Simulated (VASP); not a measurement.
```
CELL_PARAMETERS angstrom
      4.95440     0.00000     0.00000
     -2.47720     4.29064     0.00000
      0.00000     0.00000    15.11290
ATOMIC_POSITIONS crystal
  Sb 0.00000 0.00000 0.50000
  Sb 0.66667 0.33333 0.50000
```

Calculation: PBEsol GGA, VASP's PBE PAW potentials (set 64) (plane waves; VASP). Numerical set-up: 400 eV cut-off, Gaussian smearing of 0.050 eV, potentials Sb.

The cell holds a wide vacuum, so values per volume refer to the whole cell.

Question: Give the energies of bands 2 to 8 at the high-symmetry points, in eV from the Fermi level.

Answer: 
```tsv
band	Γ	M	K
2	-5.33	-8.57	-9.33
3	-2.65	-3.50	-4.24
4	-2.65	-1.30	-0.67
5	-2.49	-1.24	-0.67
6	1.44	-0.03	1.45
7	1.44	4.08	1.45
8	2.31	4.79	4.30
```

It has no gap at this level: it comes out as a metal or semimetal.

The cell is a sheet with vacuum, built from a generated structure.
